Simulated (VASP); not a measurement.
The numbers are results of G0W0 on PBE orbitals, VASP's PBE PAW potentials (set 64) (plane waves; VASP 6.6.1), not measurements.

VASP ran on this input.

### POSCAR
```
AlN
1
    0.0000000000     2.1604020000     2.1604020000
    2.1604020000     0.0000000000     2.1604020000
    2.1604020000     2.1604020000     0.0000000000
Al N
1 1
Direct
  0.0000000000   0.0000000000   0.0000000000
  0.2500000000   0.2500000000   0.2500000000
```

**INCAR**
```
SYSTEM = AlN
PREC = Normal
ENCUT = 500
ALGO = EVGW0
LREAL = .FALSE.
LASPH = .TRUE.
ISMEAR = 0
SIGMA = 0.01
GGA = PE
LWAVE = .FALSE.
LCHARG = .FALSE.
NELMGW = 1
NBANDS = 160
NOMEGA = 64
ENCUTGW = 200
NBANDSGW = 12
LSPECTRALGW = .TRUE.
```

**KPOINTS**
```
Automatic mesh
0
Gamma
4 4 4
0 0 0
```

POTCAR, in this order: Al_GW N_GW_new (PBE.64 set). Program: vasp_std. Read from the step before: WAVECAR, WAVEDER.

Output of the run:

OSZICAR:
```
energies w=
    0.000    0.000    0.580    0.000    1.159    0.000    1.736    0.000
    2.309    0.000    2.876    0.000    3.438    0.000    3.993    0.000
    4.542    0.000    5.083    0.000    5.616    0.000    6.142    0.000
    6.661    0.000    7.173    0.000    7.678    0.000    8.177    0.000
    8.672    0.000    9.162    0.000    9.648    0.000   10.131    0.000
   10.613    0.000   11.094    0.000   11.576    0.000   12.059    0.000
   12.545    0.000   13.035    0.000   13.530    0.000   14.032    0.000
   14.542    0.000   15.063    0.000   15.595    0.000   16.142    0.000
   16.704    0.000   17.286    0.000   17.888    0.000   18.515    0.000
   19.169    0.000   19.856    0.000   20.579    0.000   21.343    0.000
   22.154    0.000   23.019    0.000   23.948    0.000   24.948    0.000
   26.032    0.000   27.214    0.000   28.510    0.000   29.942    0.000
   31.534    0.000   33.318    0.000   35.337    0.000   37.641    0.000
   40.299    0.000   43.404    0.000   47.081    0.000   51.505    0.000
   56.931    0.000   63.740    0.000   72.534    0.000   84.316    0.000
  100.896    0.000  125.911    0.000  167.893    0.000  252.716    0.000
NQ=   1    0.0000    0.0000    0.0000,
 performed        110000 updates of chi_q(r,r)
NQ=   2    0.2500    0.0000    0.0000,
 performed        328000 updates of chi_q(r,r)
NQ=   3    0.5000    0.0000    0.0000,
 performed        515000 updates of chi_q(r,r)
NQ=   4    0.2500    0.2500    0.0000,
 performed        733000 updates of chi_q(r,r)
NQ=   5    0.5000    0.2500    0.0000,
 performed       1035000 updates of chi_q(r,r)
NQ=   6   -0.2500    0.2500    0.0000,
 performed       1306000 updates of chi_q(r,r)
NQ=   7    0.5000    0.5000    0.0000,
 performed       1470000 updates of chi_q(r,r)
NQ=   8   -0.2500    0.5000    0.2500,
 performed       1680000 updates of chi_q(r,r)
 resolving degeneracies of screened two electron integrals
```

OUTCAR:
```


 k-point   1 :       0.0000    0.0000    0.0000
  band No.  KS-energies  QP-energies   sigma(KS)   V_xc(KS)     V^pw_x(r,r')   Z            occupation Imag(sigma)

      1      -9.2034     -10.7525     -17.0074     -14.8135     -24.8455       0.7061       2.0000       1.2256
      2       5.9842       4.8778     -18.2642     -16.8346     -21.0457       0.7739       2.0000       0.0697
      3       5.9842       4.8778     -18.2642     -16.8346     -21.0457       0.7739       2.0000       0.0697
      4       5.9842       4.8778     -18.2642     -16.8346     -21.0457       0.7739       2.0000       0.0697
      5      10.4549      11.0720     -11.8501     -12.6190      -7.6914       0.8026       0.0000      -0.0591
      6      18.8272      19.7074      -9.2880     -10.3871      -4.0889       0.8009       0.0000      -0.1036
      7      18.8272      19.7074      -9.2880     -10.3871      -4.0889       0.8009       0.0000      -0.1036
      8      18.8272      19.7074      -9.2880     -10.3871      -4.0889       0.8009       0.0000      -0.1036
      9      23.8960      24.7823      -9.4454     -10.5755      -3.7690       0.7842       0.0000      -0.2288
     10      23.8960      24.7823      -9.4454     -10.5755      -3.7690       0.7842       0.0000      -0.2288
     11      25.3650      25.8048      -9.1676      -9.7454      -2.6204       0.7612       0.0000      -0.5567
     12      25.3650      25.8048      -9.1676      -9.7454      -2.6204       0.7612       0.0000      -0.5567

 k-point   2 :       0.2500    0.0000    0.0000
  band No.  KS-energies  QP-energies   sigma(KS)   V_xc(KS)     V^pw_x(r,r')   Z            occupation Imag(sigma)

      1      -8.3161      -9.8681     -17.4327     -15.2930     -25.1106       0.7254       2.0000       1.1233
      2       2.6637       1.3647     -16.1317     -14.4124     -19.4522       0.7555       2.0000       0.1039
      3       5.7257       4.5954     -18.1080     -16.6459     -20.9355       0.7731       2.0000       0.0712
      4       5.7257       4.5954     -18.1080     -16.6459     -20.9355       0.7731       2.0000       0.0712
      5      12.7066      13.4201     -12.1140     -13.0128      -7.6130       0.7939       0.0000      -0.0690
      6      17.2265      18.0479     -10.6809     -11.7305      -5.4016       0.7826       0.0000      -0.1137
      7      18.5401      19.3312      -9.2131     -10.2041      -3.9619       0.7983       0.0000      -0.1301
      8      18.5401      19.3312      -9.2131     -10.2041      -3.9619       0.7983       0.0000      -0.1301
      9      22.5075      23.2818      -9.3181     -10.3055      -3.6028       0.7842       0.0000      -0.2260
     10      22.5075      23.2818      -9.3181     -10.3055      -3.6028       0.7842       0.0000      -0.2260
     11      23.5310      23.9695      -8.6992      -9.2426      -2.5578       0.8070       0.0000      -0.4885
     12      30.9996      31.8997     -10.1005     -11.2135      -3.0016       0.8086       0.0000      -1.0554

 k-point   3 :       0.5000    0.0000    0.0000
  band No.  KS-energies  QP-energies   sigma(KS)   V_xc(KS)     V^pw_x(r,r')   Z            occupation Imag(sigma)

      1      -7.0501      -8.5771     -18.4194     -16.3490     -25.9257       0.7375       2.0000       0.9731
      2      -0.0308      -1.4024     -14.5598     -12.6638     -18.6154       0.7234       2.0000       0.2044
      3       5.4991       4.3455     -18.0089     -16.5145     -20.8941       0.7719       2.0000       0.0730
      4       5.4991       4.3455     -18.0089     -16.5145     -20.8941       0.7719       2.0000       0.0730
      5      13.6355      14.3545     -10.3551     -11.2426      -5.7477       0.8101       0.0000      -0.0682
      6      16.0611      16.8179     -12.1387     -13.1418      -6.5708       0.7544       0.0000      -0.1269
      7      17.2982      18.0169      -8.9737      -9.8696      -3.9451       0.8023       0.0000      -0.1006
      8      17.2982      18.0169      -8.9737      -9.8696      -3.9451       0.8023       0.0000      -0.1006
      9      24.3845      24.9629      -9.8700     -10.6190      -3.3599       0.7722       0.0000      -0.4526
     10      26.4825      27.2304      -9.9625     -10.9348      -3.0519       0.7691       0.0000      -0.5642
     11      26.4825      27.2304      -9.9625     -10.9348      -3.0519       0.7691       0.0000      -0.5642
     12      29.9252      30.9997     -10.3213     -11.6469      -3.9438       0.8105       0.0000      -0.6875

 k-point   4 :       0.2500    0.2500    0.0000
  band No.  KS-energies  QP-energies   sigma(KS)   V_xc(KS)     V^pw_x(r,r')   Z            occupation Imag(sigma)

      1      -8.0272      -9.5672     -17.5770     -15.4527     -25.1996       0.7250       2.0000       1.0715
      2       3.0641       1.8075     -16.5411     -14.8857     -19.7738       0.7591       2.0000       0.0971
      3       4.9818       3.7753     -17.5187     -15.9530     -20.4709       0.7706       2.0000       0.0769
      4       4.9818       3.7753     -17.5187     -15.9530     -20.4709       0.7706       2.0000       0.0769
      5      12.0915      12.6853     -11.0610     -11.8035      -6.6906       0.7998       0.0000      -0.0665
      6      16.4658      17.2130      -9.0380      -9.9544      -4.2533       0.8154       0.0000      -0.0735
      7      17.7563      18.5617     -10.8238     -11.8488      -5.4315       0.7857       0.0000      -0.1302
      8      20.3376      21.2339     -10.4019     -11.5559      -4.5688       0.7766       0.0000      -0.1968
      9      20.3376      21.2339     -10.4019     -11.5559      -4.5688       0.7766       0.0000      -0.1968
     10      25.8161      26.6912      -9.4420     -10.5427      -3.4576       0.7951       0.0000      -0.3640
     11      29.1045      29.7174      -9.2770     -10.0439      -2.5860       0.7991       0.0000      -0.9103
     12      29.1045      29.7174      -9.2770     -10.0439      -2.5860       0.7991       0.0000      -0.9103

 k-point   5 :       0.5000    0.2500    0.0000
  band No.  KS-energies  QP-energies   sigma(KS)   V_xc(KS)     V^pw_x(r,r')   Z            occupation Imag(sigma)

      1      -6.7706      -8.2469     -18.5653     -16.4961     -25.9988       0.7134       2.0000       0.9122
      2       1.0929      -0.2646     -15.1965     -13.3496     -18.9262       0.7351       2.0000       0.1430
      3       3.5987       2.3159     -16.4733     -14.7928     -19.6063       0.7634       2.0000       0.0907
      4       4.7642       3.5388     -17.4261     -15.8339     -20.4276       0.7696       2.0000       0.0787
      5      11.9370      12.4736      -9.8724     -10.5370      -5.4817       0.8074       0.0000      -0.0660
      6      16.1998      16.9984     -10.9264     -11.9305      -5.9867       0.7954       0.0000      -0.0853
      7      18.4853      19.4784     -11.8688     -13.1491      -6.2570       0.7757       0.0000      -0.1399
      8      19.6678      20.4871     -10.0236     -11.0651      -4.3594       0.7866       0.0000      -0.1939
      9      22.0152      22.7783     -10.2233     -11.2347      -3.9078       0.7545       0.0000      -0.3062
     10      27.1303      27.9179      -9.7010     -10.7199      -2.9621       0.7730       0.0000      -0.5519
     11      29.2819      29.9704      -9.3429     -10.2138      -2.6477       0.7906       0.0000      -0.8035
     12      31.4491      32.5663     -10.4881     -11.8768      -3.9225       0.8045       0.0000      -0.7914

 k-point   6 :      -0.2500    0.2500    0.0000
  band No.  KS-energies  QP-energies   sigma(KS)   V_xc(KS)     V^pw_x(r,r')   Z            occupation Imag(sigma)

      1      -7.1957      -8.6956     -18.1995     -16.1110     -25.6914       0.7182       2.0000       0.9613
      2       1.5226       0.1783     -15.4606     -13.6513     -19.0648       0.7430       2.0000       0.1283
      3       3.4438       2.1413     -16.4005     -14.6924     -19.5907       0.7626       2.0000       0.0938
      4       5.4546       4.3008     -17.9291     -16.4346     -20.7976       0.7721       2.0000       0.0729
      5      13.9191      14.5787     -10.9391     -11.7769      -6.1128       0.7872       0.0000      -0.0856
      6      15.5128      16.2865     -10.7366     -11.7066      -5.7989       0.7976       0.0000      -0.0839
      7      17.9702      18.9360     -11.6168     -12.8523      -6.2724       0.7816       0.0000      -0.1128
      8      18.6890      19.4219      -9.3404     -10.2626      -3.9500       0.7947       0.0000      -0.1577
      9      22.3044      23.1326      -9.2825     -10.3337      -3.6234       0.7879       0.0000      -0.1954
     10      25.1237      25.8493      -9.8444     -10.7982      -3.0974       0.7607       0.0000      -0.4626
     11      28.4403      29.0979      -9.1630      -9.9999      -2.6749       0.7858       0.0000      -0.7356
     12      29.7757      30.6249     -10.3245     -11.3943      -3.3438       0.7938       0.0000      -0.9186

 k-point   7 :       0.5000    0.5000    0.0000
  band No.  KS-energies  QP-energies   sigma(KS)   V_xc(KS)     V^pw_x(r,r')   Z            occupation Imag(sigma)

      1      -6.3823      -7.8457     -18.8962     -16.8385     -26.2667       0.7112       2.0000       0.8616
      2       0.9646      -0.3962     -15.3557     -13.4926     -19.2009       0.7304       2.0000       0.1509
      3       4.1667       2.8893     -17.0755     -15.4045     -20.2045       0.7644       2.0000       0.0849
      4       4.1667       2.8893     -17.0755     -15.4045     -20.2045       0.7644       2.0000       0.0849
      5       9.2856       9.6677      -8.9061      -9.3714      -4.9074       0.8214       0.0000      -0.0557
      6      14.7630      15.4296      -8.9106      -9.7201      -4.3676       0.8236       0.0000      -0.0647
      7      20.3876      21.4845     -13.5597     -15.0283      -7.1083       0.7469       0.0000      -0.2271
      8      22.1005      22.9364     -11.1975     -12.3317      -4.5344       0.7370       0.0000      -0.3295
      9      22.1005      22.9364     -11.1975     -12.3317      -4.5344       0.7370       0.0000      -0.3295
...
```
(Selected blocks of OUTCAR.)

The mesh is coarse and the basis finite, so the quasiparticle values are not converged.

The compound is AlN in the zinc blende structure, a metastable form; wurtzite is the usual one. This cell is one point of a volume scan, at 0.96 of the reference volume. The k-mesh is coarse (spacing up to 0.63 per Å, 2π included), so the numbers may not be converged in it.
